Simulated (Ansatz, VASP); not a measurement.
# Al (Al(100)) in two plane-wave programs

One calculation is typed for both programs; each brings its own data sets. How far apart do they land? Of the first pair: The structure shown is the start of the Ansatz relaxation below; VASP solves that cell, so the two are compared at the walk's first step.

Calculated with Ansatz 0.2.0; plane waves, with VASP 6.6.1 beside it; single point at RPBE.

## (1) The starting structure

The cell holds 4 atoms: 4 Al. Cell: a = 2.864 Å, b = 2.864 Å, c = 24.075 Å, α = 90.0°, β = 90.0°, γ = 90.0°. Vacuum lies along c.

## (2) Ansatz: relaxation, RPBE

Ansatz runs on its default PAW (the set named soft_2) files.

The two programs are compared at the cell with which this relaxation starts, whose forces are those of its first step.

Contents of input.yaml:

```yaml
crystal:
  lattice:
    - [2.8637824638, 0.0, 0.0]
    - [0.0, 2.8637824638, 0.0]
    - [0.0, 0.0, 24.075]
  atoms:
    - { symbol: Al, position: [0.5, 0.5, 0.3738317757] }
    - { symbol: Al, position: [0.0, 0.0, 0.4579439252] }
    - { symbol: Al, position: [0.5, 0.5, 0.5420560748] }
    - { symbol: Al, position: [0.0, 0.0, 0.6261682243] }
kpoints:
  mp_grid: { grid: [10, 10, 1] }
hamiltonian:
  xc: rpbe
scf:
  occupations: { method: fermi_dirac, width: 0.1 }
  convergence: { dr2_threshold: 1.0e-08 }
efield:
  axis: 3
  dipole_correction: true
  ramp_position: 0.97
  ramp_width: 0.06
relax:
  f_tol: 0.02
  max_steps: 60
  constraints: [{ sites: [0, 1] }]
output:
  write_potential: true
  write_density: true
  volumetric_format: npy
```

Started as:

```
> ansatz run input.yaml --threads 4 --pin off --max-ram 6144MiB --backend cpu --events-out ev --progress --plain --runs-dir out
```

Numbers of over 12 decimals in the logs are rounded to 6 here.

The log of the run:

```text
Engine: ansatz 0.2.0, aarch64-unknown-linux-gnu
Pseudopotentials: kind: paw
Pseudopotential: Al, paw, valence charge 3, recommended cutoff 420 eV (normal), Al.paw.azcp
Functional definition: RPBE
  parameter kappa = 0.804
  parameter beta = 0.066725
  exchange = rpbe_x(kappa = kappa, mu = beta*pi^2/3)
  correlation = pbe_c(beta = beta)
Crystal: 4 atoms, lattice volume = 197.445 Å³
Basis set: ecut = 420 eV, 3877 PW (Γ), exchange–correlation on 40×40×324 points (8 copies of the dense FFT grid, shifted against one another)
Bands: 10, of which v1, the nominal top of the filled ones, is band 6 counted from 1 (5 counted from 0)
Symmetry: 8 space group operations
k-points: 21 of 100
Non-local potential: Al, projectors of the file, l = 0: 2, l = 1: 2, l = 2: 1
PAW form: soft (Blöchl's): semilocal exchange-correlation on the pseudo side does not see the compensation charge
PAW frozen core: Al, regenerated for the run's functional, and the local potential with it (the file was generated under x = pbe(κ = 0.804, μ = 0.219515), c = pbe(β = 0.066725))
PAW one-centre angular grid: Al, 110 points (default); XC on 64 Gauss nodes
Initial density: superposition of atomic densities (neutral atoms: chi_scale 0, normalization atom), corrected by the library's trained network
Initial wavefunctions: pseudopotential atomic-orbital guess
Functional: x = rpbe, c = pbe(β = 0.066725)
SCF iter   1: F=—  HF=-2160.871320 eV  |F-HF|=—  |Δ(HF+E_count)|=         —  Δρ=1.63e-3  dr2=1.23e-2  ethr=1.77e-3  p=0.000 e·Å  D=4.85e-14 V/Å  ΔV_dip=-0.00 eV  dr2_dipole=1.86e-8  V_vac-E_F(+/−)=4.08/4.08 eV  ⟨swp⟩=7.9  Hψ=1862  notcnv=0
efield: sawtooth ramp at fractional position 0.9700 (set: `efield.ramp_position`, or a place that a band, a saddle search or an elastic batch's reference lends), width 0.0600; the density the first Hamiltonian is built on has a dipole p = 0.000 e·Å; the dipole correction subtracts the counter field D = 4.85e-14 V/Å, which shifts the + side's vacuum level by -0.00 eV against the − side's; the planar-averaged density in the ramp window peaks in size at 7.4e-6 e/Å³
preconditioner: auto → LDOS  [metal: Δε(μ)=0.086 eV  Ē_g=6.213 eV  σ=0.100 eV  W_gap=0.21  n_scr=12 (ndim 8)  ℏωp=9.2 eV  f_vac=0.539  D(μ)=2.16/eV (n_scr^D=10)  β→1.0]
SCF iter   2: F=—  HF=-2160.868648 eV  |F-HF|=—  |Δ(HF+E_count)|=   2.67e-3  Δρ=3.57e-4  dr2=2.47e-4  ethr=1.03e-4  p=0.000 e·Å  D=1.22e-5 V/Å  ΔV_dip=-0.00 eV  dr2_dipole=7.08e-9  V_vac-E_F(+/−)=4.28/4.28 eV  ⟨swp⟩=2.5  Hψ=517  notcnv=0
SCF iter   3: F=—  HF=-2160.868893 eV  |F-HF|=—  |Δ(HF+E_count)|=   2.45e-4  Δρ=9.63e-5  dr2=4.68e-5  ethr=2.06e-6  p=-0.000 e·Å  D=-2.56e-6 V/Å  ΔV_dip=0.00 eV  dr2_dipole=8.38e-10  V_vac-E_F(+/−)=4.28/4.28 eV  ⟨swp⟩=2.3  Hψ=374  notcnv=0
SCF iter   4: F=—  HF=-2160.869091 eV  |F-HF|=—  |Δ(HF+E_count)|=   1.98e-4  Δρ=3.47e-5  dr2=4.49e-6  ethr=3.90e-7  p=0.000 e·Å  D=1.21e-6 V/Å  ΔV_dip=-0.00 eV  dr2_dipole=5.77e-13  V_vac-E_F(+/−)=4.28/4.28 eV  ⟨swp⟩=2.2  Hψ=337  notcnv=0
SCF iter   5: F=—  HF=-2160.869095 eV  |F-HF|=—  |Δ(HF+E_count)|=   3.88e-6  Δρ=7.12e-6  dr2=1.27e-7  ethr=3.74e-8  p=0.000 e·Å  D=6.31e-7 V/Å  ΔV_dip=-0.00 eV  dr2_dipole=3.12e-14  V_vac-E_F(+/−)=4.28/4.28 eV  ⟨swp⟩=2.5  Hψ=370  notcnv=0
SCF iter   6: F=-2160.869095 eV  HF=-2160.869095 eV  |F-HF|=9.39e-9  |Δ(HF+E_count)|=   2.91e-7  Δρ=9.89e-7  dr2=2.26e-9  ethr=8.33e-11  p=-0.000 e·Å  D=-1.56e-7 V/Å  ΔV_dip=0.00 eV  dr2_dipole=8.33e-13  V_vac-E_F(+/−)=4.28/4.28 eV  ⟨swp⟩=10.2  Hψ=1520  notcnv=0
SCF 1 converged in 6 iterations: F = -2160.869095 eV  dr2 = 2.26e-9
  greatest PAW one-centre occupation: 0.470 electrons in one spin orbital (limit 2), on the Al atom at site 3 (counted from 0), in its partial waves of l = 0
relax step   1: F+E_penalty+E_count = -2160.86909535 eV  Δ(F+E_penalty+E_count) = +0.000e0 eV  max|allowed force component| = 2.402e-1 eV/Å  Δτ_max = 0.0000 Å  (6 SCF iters, accepted)
[...]
relax step   2: F+E_penalty+E_count = -2160.89636437 eV  Δ(F+E_penalty+E_count) = -2.727e-2 eV  max|allowed force component| = 2.516e-2 eV/Å  Δτ_max = 0.1949 Å  (7 SCF iters, accepted)
[...]
relax step   3: F+E_penalty+E_count = -2160.89666972 eV  Δ(F+E_penalty+E_count) = -3.053e-4 eV  max|allowed force component| = 3.446e-3 eV/Å  Δτ_max = 0.0199 Å  (6 SCF iters, accepted)
NSCF: frozen V_eff on 21 k-points
the band table was solved once a step of the walk had ended and its energy, with any forces and stress, was formed, with the checks that follow a solve (2247 applications of the Hamiltonian). They found nothing against the state; the energy, forces and stress were not computed again (output.eigenvalues in the input reference)
SCF converged after 6 iterations
Free energy (F): -2160.896670 eV
Harris-Foulkes:  -2160.896670 eV  (|F-HF|=5.16e-9)
Internal energy: -2160.827069 eV  (E = F + TS)
E sigma→0 (E₀):  -2160.861870 eV
Entropy (-TS):   -0.069600 eV (-17.400 meV/atom)
Fermi energy:    -0.077863 eV
Dipole field:    D = 0.000902 V/Å  (p = 0.000984 e·Å, saw-weighted, corrected)
Work function:   Φ+ = 4.2378 eV   Φ− = 4.2595 eV
Levels:          The Fermi level and band energies are counted from a zero that moves with the ramp; work functions are not
--- Per-component energies (eV) ---
  E_band       = -48.728439
  E_kinetic    = 84.604190
  E_local      = -2681.527283  (includes V_loc(G=0)·N_el)
  E_nonlocal   = 40.382795
  E_hartree    = 1315.928625
  E_xc         = -155.908807
  E_vxc        = -110.628438  (∫ρ·V_xc dr)
  E_paw        = -1880.007599  (= ΣΔE_a)
  E_vpaw       = -13.416056  (= ΣTr[D̂ρ^β])
  E_aug_tail   = -0.000005  (compensation charges beyond the density's cutoff)
  E_efield     = 0.000000  (sawtooth field / dipole correction)
  E_vefield    = -0.000752  (∫n·V_field dr)
  E_ewald      = 1115.770060
  E_core_change = -0.069045  (= ΣΔE_core)
  E_smearing   = -0.069600  (= −TS)
  E_closure    = 0.000000  (closes the sum)
  Σ components = -2160.896670   (vs F -2160.896670, Δ=0.00e0)
--- Forces (eV/Å), atoms counted from 1 ---
  atom   1  Al    -0.00000000     0.00000000    -0.21747042
  atom   2  Al     0.00000000     0.00000000     0.21302298
  atom   3  Al     0.00000000     0.00000000     0.00100078
  atom   4  Al    -0.00000000     0.00000000     0.00344603
  max |Σ_I F_I| component: 6.24e-7 eV/Å
--- Band table (eV; the first three rows and the last of 21) ---
  k-point 0: bands = ["-10.5050", "-9.2435", "-7.1224", "-4.4367", "-2.1255", "1.2038", "3.2299", "4.0536", "4.3877", "5.7260"]
  k-point 1: bands = ["-10.3251", "-9.0649", "-6.9456", "-4.2608", "-1.9577", "1.3668", "3.3071", "3.4055", "4.2358", "4.4231"]
  k-point 2: bands = ["-9.7867", "-8.5304", "-6.4165", "-3.7351", "-1.4564", "0.5460", "1.7447", "1.9142", "3.7982", "3.9537"]
  k-point 20: bands = ["-2.3658", "-2.3658", "-1.2099", "-1.2099", "-1.0407", "-0.9773", "0.2665", "0.3256", "0.7963", "0.7963"]
--- Relaxed structure (3 steps of the walk, 3 accepted, 0 SCFs on fresh bases) ---
  F+E_penalty+E_count = -2160.89666972 eV   max|allowed force component| = 3.446e-3 eV/Å
  atoms:
    - { symbol: Al, position: [0.5, 0.5, 0.373832] }
    - { symbol: Al, position: [0.0, 0.0, 0.457944] }
    - { symbol: Al, position: [0.5, 0.5, 0.546336] }
    - { symbol: Al, position: [0, 0.0, 0.633438] }
```

Reading the cycles: dr2 is the Hartree energy of the density residual (eV), the measure of convergence; HF is the Harris–Foulkes estimate of the energy, which meets the free energy F at convergence.

## (3) VASP: single point, RPBE, start cell, pair 1

The same cell, functional, mesh and smearing now go to VASP, with its own data sets.

Lines of VASP's logs that name or quote its potential files are left out, and so is its time.

Contents of INCAR:

```
SYSTEM = Al
PREC = Accurate
ENCUT = 400
EDIFF = 1E-06
NELM = 120
ISMEAR = -1
SIGMA = 0.1
LREAL = .FALSE.
ALGO = Normal
GGA = RP
NBANDS = 12
LORBIT = 11
LWAVE = .FALSE.
LCHARG = .FALSE.
ISIF = 2
LDIPOL = .TRUE.
IDIPOL = 3
DIPOL = 0.5 0.5 0.5
LVHAR = .TRUE.
LASPH = .TRUE.
GGA_COMPAT = .FALSE.
NELMDL = -8
```

Contents of POSCAR:

```
Al
1.0
    2.8637824638      0.0000000000      0.0000000000
    0.0000000000      2.8637824638      0.0000000000
    0.0000000000      0.0000000000     24.0750000000
Al
4
Direct
    0.4999999190      0.4999999190      0.3738317757
    0.9999999190      0.9999999190      0.4579439252
    0.4999999190      0.4999999190      0.5420560748
    0.9999999190      0.9999999190      0.6261682243
```

Contents of KPOINTS:

```
Automatic mesh
0
Gamma
10 10 1
0 0 0
```

PAW data sets: Al (PBE family, release 64).

Started as:

```
> mpirun -np 1 vasp_std
```

The log of the run:

```text
[banner, memory and clock lines left out]
running    1 mpi-ranks, on    1 nodes
 distrk:  each k-point on    1 cores,    1 groups
 distr:  one band on    1 cores,    1 groups

 POSCAR found type information on POSCAR Al
 POSCAR found :  1 types and       4 ions
|                                                                             |
|               ----> ADVICE to this user running VASP <----                  |
|                                                                             |
|     You enforced a specific xc type in the INCAR file but a different       |
|     [... a line on the potential file left out ...]
|     I HOPE YOU KNOW WHAT YOU ARE DOING!                                     |
|                                                                             |

 LDA part: xc-table for (Slater+PW92), standard interpolation
 POSCAR, INCAR and KPOINTS ok, starting setup
 FFT: planning ... GRIDC
 FFT: planning ... GRID_SOFT
 FFT: planning ... GRID
 WAVECAR not read
 entering main loop
       N       E                     dE             d eps       ncg     rms          rms(c)
DAV:   1     0.299405811456E+02    0.29941E+02   -0.33866E+03   504   0.571E+02
DAV:   2    -0.119114974314E+02   -0.41852E+02   -0.39034E+02   720   0.999E+01
DAV:   3    -0.136640999371E+02   -0.17526E+01   -0.17051E+01   664   0.207E+01
DAV:   4    -0.137165081163E+02   -0.52408E-01   -0.52365E-01   756   0.474E+00
DAV:   5    -0.137197331838E+02   -0.32251E-02   -0.32249E-02   828   0.102E+00
DAV:   6    -0.137198083277E+02   -0.75144E-04   -0.75143E-04   832   0.135E-01
DAV:   7    -0.137198120353E+02   -0.37076E-05   -0.37078E-05   808   0.238E-02
DAV:   8    -0.137198121769E+02   -0.14162E-06   -0.14165E-06   604   0.456E-03    0.373E+00
DAV:   9    -0.132226311661E+02    0.49718E+00   -0.20122E+00   540   0.540E+00    0.215E+00
DAV:  10    -0.131564773345E+02    0.66154E-01   -0.26388E-01   580   0.251E+00    0.113E+00
DAV:  11    -0.131333504006E+02    0.23127E-01   -0.73435E-02   628   0.129E+00    0.247E-01
DAV:  12    -0.131312543662E+02    0.20960E-02   -0.95084E-03   604   0.501E-01    0.156E-01
DAV:  13    -0.131275680025E+02    0.36864E-02   -0.31281E-03   616   0.283E-01    0.651E-02
DAV:  14    -0.131265841752E+02    0.98383E-03   -0.15207E-03   616   0.189E-01    0.310E-02
[...]
DAV:  18    -0.131260872052E+02   -0.13300E-03   -0.13647E-05   576   0.208E-02    0.341E-03
DAV:  19    -0.131261113861E+02   -0.24181E-04   -0.25074E-06   560   0.780E-03    0.153E-03
DAV:  20    -0.131261183585E+02   -0.69725E-05   -0.23259E-06   532   0.465E-03    0.109E-03
DAV:  21    -0.131261261018E+02   -0.77432E-05   -0.28721E-07   480   0.208E-03    0.722E-04
DAV:  22    -0.131261403865E+02   -0.14285E-04   -0.13861E-06   492   0.256E-03    0.580E-04
DAV:  23    -0.131261417688E+02   -0.13823E-05   -0.19265E-08   444   0.607E-04    0.145E-04
DAV:  24    -0.131261435879E+02   -0.18191E-05   -0.89622E-08   396   0.798E-04    0.100E-04
DAV:  25    -0.131261436382E+02   -0.50330E-07   -0.21445E-09   436   0.242E-04
   1 F= -.13126144E+02 E0= -.13089954E+02  d E =-.723785E-01
```

Parts of OUTCAR (step 3):

```text
ion  position               nearest neighbor table
   1  0.500  0.500  0.374-   2 2.86   2 2.86   2 2.86   2 2.86
   2  1.000  1.000  0.458-   1 2.86   1 2.86   1 2.86   1 2.86   3 2.86   3 2.86   3 2.86   3 2.86

  LATTYP: Found a simple tetragonal cell.
 ALAT       =     2.8637824638
 C/A-ratio  =     8.4067139541

 Subroutine GETGRP returns: Found 16 space group operations
 (whereof  8 operations were pure point group operations)

The static configuration has the point symmetry C_4v.
 The point group associated with its full space group is D_4h.

 Found     21 irreducible k-points:

   k-points           NKPTS =     21   k-points in BZ     NKDIM =     21   number of bands    NBANDS=     12

   dimension x,y,z NGX =    20 NGY =   20 NGZ =  160
   dimension x,y,z NGXF=    40 NGYF=   40 NGZF=  320

   ENCUT  =  400.0 eV  29.40 Ry    5.42 a.u.   4.67  4.67 39.26*2*pi/ulx,y,z

   NELECT =      12.0000    total number of electrons

 k-points in reciprocal lattice and weights: Automatic mesh
   0.00000000  0.00000000  0.00000000       0.010
   0.10000000  0.00000000  0.00000000       0.040
   0.20000000  0.00000000  0.00000000       0.040
   0.30000000  0.00000000  0.00000000       0.040
   0.40000000  0.00000000  0.00000000       0.040
   0.50000000  0.00000000  0.00000000       0.020
   0.10000000  0.10000000  0.00000000       0.040
   0.20000000  0.10000000  0.00000000       0.080
   0.30000000  0.10000000  0.00000000       0.080
[...]
0.50000000  0.40000000  0.00000000       0.040
   0.50000000  0.50000000  0.00000000       0.010

 dipolmoment           0.000000      0.000000     -0.000000 electrons x Angstroem

 average (electrostatic) potential at core
       1 -80.9522       2 -81.0603       3 -81.0603       4 -80.9522

 E-fermi :  -0.0798

 k-point     1 :       0.0000    0.0000    0.0000
  band No.  band energies     occupation
      1     -10.7451      2.00000
      2      -9.3179      2.00000
      3      -7.1700      2.00000
      4      -4.3356      2.00000
      5      -2.0275      2.00000
      6       1.4222      0.00000
      7       3.3264      0.00000
      8       4.1333      0.00000
      9       4.4409      0.00000
     10       5.5330      0.00000
    ...

 k-point     2 :       0.1000    0.0000    0.0000
  band No.  band energies     occupation
      1     -10.5651      2.00000
      2      -9.1394      2.00000
      3      -6.9934      2.00000
      4      -4.1601      2.00000
      5      -1.8602      2.00000
      6       1.5777      0.00000
      7       3.0740      0.00000
      8       3.4994      0.00000
      9       4.3166      0.00000
     10       4.3601      0.00000
    ...

 k-point     3 :       0.2000    0.0000    0.0000
  band No.  band energies     occupation
      1     -10.0266      2.00000
      2      -8.6051      2.00000
      3      -6.4649      2.00000
      4      -3.6360      2.00000
      5      -1.3610      1.99999
      6       0.3038      0.04223
      7       1.6685      0.00000
      8       2.1379      0.00000
      9       3.7379      0.00000
     10       4.0506      0.00000
    ...

  Total       -1.7058096     -1.7058096      1.6417101      0.0000000      0.0000000      0.0000000
  in kB      -13.8418710    -13.8418710     13.3217323      0.0000000      0.0000000      0.0000000
  external PRESSURE =      -4.7873366 kB  Pullay stress =       0.0000000 kB

  energy-cutoff  :      400.00
  volume of cell :      197.45
      direct lattice vectors                 reciprocal lattice vectors
     2.863782464  0.000000000  0.000000000     0.349188534  0.000000000  0.000000000
     0.000000000  2.863782464  0.000000000     0.000000000  0.349188534  0.000000000
     0.000000000  0.000000000 24.075000000     0.000000000  0.000000000  0.041536864

 POSITION                                       TOTAL-FORCE (eV/Angst)
 -----------------------------------------------------------------------------------
      1.43189      1.43189      9.00000         0.000000      0.000000     -0.231964
      2.86378      2.86378     11.02500         0.000000     -0.000000     -0.120364
      1.43189      1.43189     13.05000         0.000000      0.000000      0.120364
      2.86378      2.86378     15.07500         0.000000      0.000000      0.231964
 -----------------------------------------------------------------------------------
    total drift:                               -0.000019     -0.000019      0.000010

  FREE ENERGIE OF THE ION-ELECTRON SYSTEM (eV)
  ---------------------------------------------------
  free  energy   TOTEN  =       -13.1261436382 eV

  energy  without entropy=      -13.0537651679  energy(sigma->0) =      -13.08995440

 vacuum level on the upper side and lower side of the slab         4.199         4.199

 total charge
# of ion       s       p       d       tot
------------------------------------------
    1        0.468   0.294   0.000   0.762
    2        0.428   0.337   0.000   0.764
    3        0.428   0.337   0.000   0.764
    4        0.468   0.294   0.000   0.762
--------------------------------------------------
tot          1.790   1.262   0.000   3.053

[... 3 further parts left out ...]
```

## (4) Side by side

Known differences besides the potentials themselves: the cutoff is 420 eV in Ansatz and 400 eV in VASP; Ansatz makes its cores anew for this functional, VASP keeps those of its PBE data sets. Total energies have different zeros and are not compared.

Forces (eV/Å; atoms numbered as in POSCAR):

```
atom        Ansatz x, y, z          VASP x, y, z
 Al1  0.000, 0.000, -0.240  0.000, 0.000, -0.232
 Al2  0.000, 0.000, -0.121  0.000, 0.000, -0.120
 Al3   0.000, 0.000, 0.121   0.000, 0.000, 0.120
 Al4   0.000, 0.000, 0.240   0.000, 0.000, 0.232
```

The forces differ by 3.4 meV/Å r.m.s., which is 3.2 % of the r.m.s. force of 0.107 eV/Å (both taken over all components). With vacuum in the cell, a pressure given here is an average over mostly empty space and none of the material.

(Continued in part 2 of 2.)

[Lines on the potential files, build, host, timing and source positions are cut from VASP's logs without a mark.]

[Logs are printed without paths, hosts, clocks, repeated set-up lines and the standing remarks that a program may print on its own settings, such as how far it seeks lower states.]

[Hosts, paths, dates, database ids (printed as entryN), source tags and the programs' standing remarks are cut or masked in the printed files.]
